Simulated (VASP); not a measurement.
A convergence study with VASP on Tl (space group P6_3/mmc): one setting is varied, all else stays as given below, so the limit is that of these other settings.

```
Tl
1.0
    1.72481    -2.98746     0.00000
    1.72481     2.98746     0.00000
    0.00000     0.00000     5.50344
Tl
2
Direct
  0.33333   0.66667   0.25000
  0.66667   0.33333   0.75000
```

Level of theory: PBE GGA, VASP's PBE PAW potentials (set 64) (plane waves; VASP). The tightest run used: 450 eV cut-off, 11×11×6 Γ-centred mesh, Gaussian smearing of 0.10 eV, potentials Tl_d.

Question: The settings run are ENCUT = 150; ENCUT = 180; ENCUT = 210; ENCUT = 255; ENCUT = 360; ENCUT = 450. From which on does the highest Γ mode stay within 1 cm⁻¹ of the tightest run?

Answer: From ENCUT = 255 on: it is off by 0.1 there and by no more than 1 in any finer run, while ENCUT = 210 is off by 2.8.
| setting | highest Γ mode (cm⁻¹) | plane waves | difference judged (cm⁻¹) |
|---|---|---|---|
| ENCUT = 150 | 55.2 | 248 | 31.9 |
| ENCUT = 180 | 94.7 | 324 | 7.5 |
| ENCUT = 210 | 90.0 | 401 | 2.8 |
| ENCUT = 255 | 87.1 | 537 | 0.1 |
| ENCUT = 360 | 87.2 | 898 | 0.1 |
| ENCUT = 450 | 87.2 | 1248 | 0.0 |

Left out are rungs that failed or repeat a setting and relaxations that didn't move; long series are thinned to 24 rows.

The structure is a typed Tl crystal (space group no. 194). The cell was not relaxed at this level.
